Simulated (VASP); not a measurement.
Calculation: PBE GGA with D3 dispersion (Becke-Johnson damping), VASP's PBE PAW potentials (set 64) (plane waves; VASP).

VASP ran on this input.

**INCAR**
```
SYSTEM = Tc
PREC = Accurate
ENCUT = 520
EDIFF = 1E-7
NELM = 100
ALGO = Normal
LREAL = .FALSE.
LASPH = .TRUE.
ISMEAR = 1
SIGMA = 0.1
GGA = PE
IVDW = 12
LMAXMIX = 4
LWAVE = .FALSE.
LCHARG = .FALSE.
ISIF = 4
IBRION = 2
NSW = 30
EDIFFG = -0.01
```

### POSCAR
```
Tc
1
    1.3898410363    -2.4072756845     0.0000000000
    1.3898410363     2.4072756845     0.0000000000
    0.0000000000     0.0000000000     4.4530790888
Tc
2
Direct
  0.3333330000   0.6666670000   0.2500000000
  0.6666670000   0.3333330000   0.7500000000
```

KPOINTS:
```
Automatic mesh
0
Gamma
15 15 8
0 0 0
```

POTCAR, in this order: Tc_pv (PBE.64 set). Program: vasp_std.

Output of the run:

**OUTCAR**
```
 ion  position               nearest neighbor table
   1  0.333  0.667  0.250-   2 2.74   2 2.74   2 2.74   2 2.74   2 2.74   2 2.74
   2  0.667  0.333  0.750-   1 2.74   1 2.74   1 2.74   1 2.74   1 2.74   1 2.74
  LATTYP: Found a hexagonal cell.
 ALAT       =     2.7796824148
 C/A-ratio  =     1.6020100228
 Subroutine PRICEL returns:
 Original cell was already a primitive cell.
 Subroutine GETGRP returns: Found 24 space group operations
The static configuration has the point symmetry D_3d.
 The point group associated with its full space group is D_6h.
The dynamic configuration has the point symmetry D_3d.
 Subroutine INISYM returns: Found 24 space group operations
 Subroutine IBZKPT returns following result:
 Found    135 irreducible k-points:

 Following reciprocal coordinates:
            Coordinates               Weight
  0.000000  0.000000  0.000000      1.000000
  0.066667  0.000000  0.000000      6.000000
  0.133333  0.000000  0.000000      6.000000
  0.200000 -0.000000  0.000000      6.000000
  0.266667  0.000000  0.000000      6.000000
  0.333333  0.000000  0.000000      6.000000
  0.400000  0.000000  0.000000      6.000000
  0.466667  0.000000  0.000000      6.000000
  0.066667  0.066667  0.000000      6.000000
  0.133333  0.066667  0.000000     12.000000
  0.200000  0.066667  0.000000     12.000000
  0.266667  0.066667  0.000000     12.000000
  0.333333  0.066667  0.000000     12.000000
  0.400000  0.066667  0.000000     12.000000
  0.466667  0.066667  0.000000      6.000000
  0.133333  0.133333  0.000000      6.000000
  0.200000  0.133333  0.000000     12.000000
  0.266667  0.133333  0.000000     12.000000
  0.333333  0.133333  0.000000     12.000000
  0.400000  0.133333  0.000000     12.000000
  0.200000  0.200000  0.000000      6.000000
  0.266667  0.200000  0.000000     12.000000
  0.333333  0.200000  0.000000     12.000000
  0.400000  0.200000  0.000000      6.000000
  0.266667  0.266667  0.000000      6.000000
  0.333333  0.266667  0.000000     12.000000
  0.333333  0.333333  0.000000      2.000000
  0.000000  0.000000  0.125000      2.000000
  0.066667  0.000000  0.125000     12.000000
  0.133333  0.000000  0.125000     12.000000
  0.200000 -0.000000  0.125000     12.000000
  0.266667  0.000000  0.125000     12.000000
  0.333333  0.000000  0.125000     12.000000
  0.400000  0.000000  0.125000     12.000000
  0.466667  0.000000  0.125000     12.000000
  0.066667  0.066667  0.125000     12.000000
  0.133333  0.066667  0.125000     24.000000
  0.200000  0.066667  0.125000     24.000000
  0.266667  0.066667  0.125000     24.000000
  0.333333  0.066667  0.125000     24.000000
   k-points           NKPTS =    135   k-points in BZ     NKDIM =    135   number of bands    NBANDS=     17
   number of dos      NEDOS =    301   number of ions     NIONS =      2
   total plane-waves  NPLWV =  20736
   dimension x,y,z NGX =    24 NGY =   24 NGZ =   36
   dimension x,y,z NGXF=    48 NGYF=   48 NGZF=   72
   ions per type =               2
   PREC   = accura    normal or accurate (medium, high low for compatibility)
   ISTART =      0    job   : 0-new  1-cont  2-samecut
   ICHARG =      2    charge: 1-file 2-atom 10-const
   ISPIN  =      1    spin polarized calculation?
   LNONCOLLINEAR =      F non collinear calculations
   LSORBIT =      F    spin-orbit coupling
   INIWAV =      1    electr: 0-lowe 1-rand  2-diag
   ENCUT  =  520.0 eV  38.22 Ry    6.18 a.u.   5.17  5.17  8.28*2*pi/ulx,y,z
   NELM   =    100;   NELMIN=  2; NELMDL= -5     # of ELM steps
   EDIFF  = 0.1E-06   stopping-criterion for ELM
   LREAL  =      F    real-space projection
...
```

**OSZICAR**
```
       N       E                     dE             d eps       ncg     rms          rms(c)
DAV:   1     0.311966855040E+03    0.31197E+03   -0.16864E+04  4630   0.161E+03
DAV:   2    -0.139349182398E+02   -0.32590E+03   -0.32273E+03  5040   0.453E+02
DAV:   3    -0.221004075161E+02   -0.81655E+01   -0.79537E+01  5624   0.823E+01
DAV:   4    -0.221791254213E+02   -0.78718E-01   -0.78421E-01  5092   0.792E+00
DAV:   5    -0.221797803603E+02   -0.65494E-03   -0.65484E-03  5142   0.702E-01    0.221E+01
DAV:   6    -0.208127805181E+02    0.13670E+01   -0.35545E+00  4899   0.183E+01    0.627E+00
DAV:   7    -0.206784964430E+02    0.13428E+00   -0.54507E-01  5260   0.642E+00    0.832E-01
DAV:   8    -0.206699045777E+02    0.85919E-02   -0.91440E-03  4734   0.102E+00    0.210E-01
DAV:   9    -0.206699514320E+02   -0.46854E-04   -0.45265E-04  5543   0.189E-01    0.213E-02
DAV:  10    -0.206699507043E+02    0.72765E-06   -0.18900E-05  4878   0.366E-02    0.109E-02
DAV:  11    -0.206699502608E+02    0.44348E-06   -0.18082E-06  4778   0.139E-02    0.295E-03
DAV:  12    -0.206699493623E+02    0.89850E-06   -0.19273E-07  3069   0.373E-03    0.600E-04
DAV:  13    -0.206699493200E+02    0.42348E-07   -0.32092E-08  2324   0.140E-03
   1 F= -.21889890E+02 E0= -.21890297E+02  d E =-.218899E+02
       N       E                     dE             d eps       ncg     rms          rms(c)
DAV:   1    -0.206738919927E+02   -0.39426E-02   -0.18005E-01  4598   0.366E+00    0.359E-01
DAV:   2    -0.206707573495E+02    0.31346E-02   -0.53294E-03  5031   0.629E-01    0.154E-01
DAV:   3    -0.206700798664E+02    0.67748E-03   -0.24176E-03  5515   0.341E-01    0.212E-02
DAV:   4    -0.206700835019E+02   -0.36355E-05   -0.46472E-05  4656   0.705E-02    0.619E-03
DAV:   5    -0.206700832358E+02    0.26610E-06   -0.22447E-06  5209   0.951E-03    0.218E-03
DAV:   6    -0.206700833357E+02   -0.99833E-07   -0.16583E-07  3117   0.310E-03
   2 F= -.21890030E+02 E0= -.21890475E+02  d E =-.140646E-03
       N       E                     dE             d eps       ncg     rms          rms(c)
DAV:   1    -0.206705425855E+02   -0.45935E-03   -0.19494E-02  4598   0.120E+00    0.118E-01
DAV:   2    -0.206702048524E+02    0.33773E-03   -0.57664E-04  5001   0.205E-01    0.508E-02
DAV:   3    -0.206701300732E+02    0.74779E-04   -0.27002E-04  5529   0.113E-01    0.700E-03
DAV:   4    -0.206701305559E+02   -0.48272E-06   -0.54255E-06  4660   0.240E-02    0.220E-03
DAV:   5    -0.206701304793E+02    0.76585E-07   -0.29290E-07  3854   0.355E-03
   3 F= -.21890075E+02 E0= -.21890511E+02  d E =-.185211E-03
```

File OUTCAR:
```
------------------------ aborting loop because EDIFF is reached ----------------------------------------
 Edisp (eV)   -1.21994
  FORCE on cell =-STRESS in cart. coord.  units (eV):
  Direction    XX          YY          ZZ          XY          YZ          ZX
  --------------------------------------------------------------------------------------
  Total      -3.04274    -3.04274    -3.04007     0.00000     0.00000     0.00000
  in kB    -163.60400  -163.60404  -163.46041     0.00000     0.00000     0.00000
  external pressure =     -163.56 kB  Pullay stress =        0.00 kB
  volume of cell :       29.80
      direct lattice vectors                 reciprocal lattice vectors
     1.391234940 -2.409689959 -0.000000000     0.359392929 -0.207495574  0.000000000
     1.391234940  2.409689959 -0.000000000     0.359392929  0.207495574 -0.000000000
     0.000000000  0.000000000  4.444160388     0.000000000 -0.000000000  0.225014381
 POSITION                                       TOTAL-FORCE (eV/Angst)
 -----------------------------------------------------------------------------------
      1.39123      0.80323      1.11104         0.000000      0.000000      0.000000
      1.39123     -0.80323      3.33312        -0.000000     -0.000000      0.000000
 -----------------------------------------------------------------------------------
    total drift:                               -0.000000      0.000636     -0.000043
  FREE ENERGIE OF THE ION-ELECTRON SYSTEM (eV)
  ---------------------------------------------------
  free  energy   TOTEN  =       -21.8900747863 eV

  energy  without entropy=      -21.8913849259  energy(sigma->0) =      -21.89051150

 reached required accuracy - stopping structural energy minimisation
```
(Selected blocks of OUTCAR.)

File CONTCAR:
```
Tc
   1.00000000000000
     1.3912349398522990   -2.4096899585272653   -0.0000000000000000
     1.3912349398522990    2.4096899585272653   -0.0000000000000000
     0.0000000000000000    0.0000000000000000    4.4441603877027784
  Tc
     2
Direct
     0.3333330000000032    0.6666669999999968    0.2500000000000000
     0.6666669999999968    0.3333330000000032    0.7500000000000000
```

The compound is Tc in the hcp structure. This cell is one point of a volume scan, at 1.06 of the reference volume. Symmetry was kept, so distortions that lower it aren't found.
